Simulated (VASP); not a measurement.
Output of a VASP run:

OSZICAR:
```
...
DAV:   9    -0.118349203578E+03   -0.12919E-03   -0.18033E-05   680   0.186E-02    0.272E-02
DAV:  10    -0.118350411318E+03   -0.12077E-02   -0.48753E-04   784   0.852E-02    0.169E-02
DAV:  11    -0.118350607421E+03   -0.19610E-03   -0.83404E-05   736   0.216E-02    0.195E-02
DAV:  12    -0.118350673691E+03   -0.66271E-04   -0.43326E-06   576   0.947E-03    0.160E-02
DAV:  13    -0.118350918315E+03   -0.24462E-03   -0.71021E-05   664   0.256E-02    0.690E-03
DAV:  14    -0.118350967507E+03   -0.49193E-04   -0.12298E-05   656   0.105E-02    0.503E-03
DAV:  15    -0.118350988783E+03   -0.21276E-04   -0.31817E-06   512   0.810E-03    0.375E-03
DAV:  16    -0.118351015025E+03   -0.26242E-04   -0.11049E-05   560   0.145E-02    0.310E-03
DAV:  17    -0.118351041196E+03   -0.26171E-04   -0.87060E-06   504   0.132E-02    0.208E-03
DAV:  18    -0.118351071655E+03   -0.30459E-04   -0.92231E-06   576   0.136E-02    0.233E-03
DAV:  19    -0.118351070384E+03    0.12716E-05   -0.32031E-06   504   0.102E-02
   7 F= -.11835107E+03 E0= -.11835046E+03  d E =-.329677E-02
       N       E                     dE             d eps       ncg     rms          rms(c)
DAV:   1    -0.118176627839E+03    0.17444E+00   -0.24053E+01   768   0.209E+01    0.132E+00
DAV:   2    -0.118306970594E+03   -0.13034E+00   -0.91613E-01   792   0.469E+00    0.145E+00
DAV:   3    -0.118310194254E+03   -0.32237E-02   -0.11455E-01  1056   0.147E+00    0.760E-01
DAV:   4    -0.118329629792E+03   -0.19436E-01   -0.46511E-02   944   0.855E-01    0.286E-01
DAV:   5    -0.118335899333E+03   -0.62695E-02   -0.93950E-03  1000   0.488E-01    0.222E-01
DAV:   6    -0.118343087653E+03   -0.71883E-02   -0.43068E-03   824   0.306E-01    0.163E-01
DAV:   7    -0.118348291983E+03   -0.52043E-02   -0.29098E-03   864   0.309E-01    0.583E-02
DAV:   8    -0.118351464687E+03   -0.31727E-02   -0.22771E-03   840   0.211E-01    0.814E-02
DAV:   9    -0.118351909732E+03   -0.44504E-03   -0.27409E-04   872   0.523E-02    0.777E-02
DAV:  10    -0.118353000065E+03   -0.10903E-02   -0.37591E-04   800   0.107E-01    0.367E-02
DAV:  11    -0.118353966998E+03   -0.96693E-03   -0.44850E-04   776   0.909E-02    0.267E-02
DAV:  12    -0.118354221319E+03   -0.25432E-03   -0.15578E-04   848   0.560E-02    0.300E-02
DAV:  13    -0.118354658170E+03   -0.43685E-03   -0.16157E-04   760   0.612E-02    0.988E-03
DAV:  14    -0.118355022910E+03   -0.36474E-03   -0.13527E-04   728   0.468E-02    0.160E-02
DAV:  15    -0.118355028436E+03   -0.55254E-05   -0.67869E-06   624   0.935E-03
   8 F= -.11835503E+03 E0= -.11835444E+03  d E =-.725483E-02
       N       E                     dE             d eps       ncg     rms          rms(c)
DAV:   1    -0.118334553573E+03    0.20469E-01   -0.26911E+00   768   0.692E+00    0.446E-01
DAV:   2    -0.118337723062E+03   -0.31695E-02   -0.11939E-01   800   0.162E+00    0.550E-01
DAV:   3    -0.118341985315E+03   -0.42623E-02   -0.12810E-02  1112   0.460E-01    0.344E-01
DAV:   4    -0.118350695856E+03   -0.87105E-02   -0.92825E-03   840   0.380E-01    0.806E-02
DAV:   5    -0.118352242430E+03   -0.15466E-02   -0.19774E-03   976   0.207E-01    0.769E-02
DAV:   6    -0.118354201204E+03   -0.19588E-02   -0.82767E-04   800   0.145E-01    0.641E-02
DAV:   7    -0.118354824449E+03   -0.62324E-03   -0.42266E-04   856   0.120E-01    0.268E-02
DAV:   8    -0.118355458435E+03   -0.63399E-03   -0.24862E-04   752   0.578E-02    0.302E-02
DAV:   9    -0.118355463590E+03   -0.51559E-05   -0.13634E-05   664   0.104E-02
   9 F= -.11835546E+03 E0= -.11835499E+03  d E =-.435155E-03
```

### OUTCAR
```
------------------------ aborting loop because EDIFF is reached ----------------------------------------
  FORCE on cell =-STRESS in cart. coord.  units (eV):
  Direction    XX          YY          ZZ          XY          YZ          ZX
  --------------------------------------------------------------------------------------
  Total       -0.4763839     -0.1799725     -0.0380068      0.0000000      0.0000000      0.1918758
  in kB       -0.6715840     -0.2537169     -0.0535803      0.0000000      0.0000000      0.2704976
  external PRESSURE =      -0.3262937 kB  Pullay stress =       0.0000000 kB
  volume of cell :     1136.49
      direct lattice vectors                 reciprocal lattice vectors
    10.555280547  0.000000000  0.000000000     0.094739310  0.000000000  0.000000000
     0.000000000  4.309174972  0.000000000     0.000000000  0.232062983  0.000000000
     0.000000000  0.000000000 24.986384839     0.000000000  0.000000000  0.040021796
 POSITION                                       TOTAL-FORCE (eV/Angst)
 -----------------------------------------------------------------------------------
      8.69498      1.07729      8.24263        -0.008441     -0.000000      0.003961
      1.66772      3.23188      9.40266        -0.013792     -0.000000     -0.006683
      5.25516      1.07729     10.64652         0.004747      0.000000     -0.005748
      8.78278      3.23188     11.87976        -0.015320      0.000000     -0.014175
      1.77251      1.07729     13.10663         0.015320      0.000000      0.014175
      5.30012      3.23188     14.33987        -0.004747      0.000000      0.005748
      8.88756      1.07729     15.58372         0.013792      0.000000      0.006683
      1.86030      3.23188     16.74375         0.008441      0.000000     -0.003961
 -----------------------------------------------------------------------------------
    total drift:                                0.000000     -0.000000      0.000000
  FREE ENERGIE OF THE ION-ELECTRON SYSTEM (eV)
  ---------------------------------------------------
  free  energy   TOTEN  =      -118.3554635904 eV

  energy  without entropy=     -118.3540350373  energy(sigma->0) =     -118.35498741

 reached required accuracy - stopping structural energy minimisation
```
(Selected blocks of OUTCAR.)

File POSCAR:
```
Sr(211) slab
1
   10.5552805465     0.0000000000     0.0000000000
    0.0000000000     4.3091749715    -0.0000000000
   -0.0000000000    -0.0000000000    24.9863848389
Sr
8
Direct
  0.8331500820   0.2500000000   0.3258657893
  0.1663409003   0.7500000000   0.3754525070
  0.5002703134   0.2500000000   0.4253340921
  0.8332742837   0.7500000000   0.4749811416
  0.1667257163   0.2500000000   0.5250188584
  0.4997296866   0.7500000000   0.5746659079
  0.8336590997   0.2500000000   0.6245474930
  0.1668499180   0.7500000000   0.6741342107
```

Question: Reconstruct the remaining input files.

Answer: One answer among several that fit: the input of the run itself, r2SCAN meta-GGA, plane waves, VASP's PBE PAW potentials (set 64).

**INCAR**
```
LMIXTAU = .TRUE.
EDIFF = 1E-5   # SCF stop (eV)
EDIFFG = -0.03   # ionic stop
LMAXMIX = 4
SYSTEM = Sr(211) slab
ISMEAR = 1
PREC = Normal
SIGMA = 0.1   # width (eV)
NSW = 120
NELM = 100
ENCUT = 400   # plane-wave cut-off (eV)
ISIF = 2   # forces and stress, cell fixed
LWAVE = .TRUE.
DIPOL = 0.5 0.5 0.5
LREAL = .FALSE.
LASPH = .TRUE.   # aspherical one-centre terms
NELMIN = 4
ALGO = Normal   # blocked Davidson
IDIPOL = 3
LCHARG = .FALSE.
METAGGA = R2SCAN
LDIPOL = .TRUE.
IBRION = 2   # conjugate gradients
```

### KPOINTS
```
Automatic
0
G
3 7 1
```

POTCAR, in this order: Sr_sv (PBE.64 set). Program: vasp_std.

The cell is a thin slab with vacuum, built from Sr (fcc): (211) face.
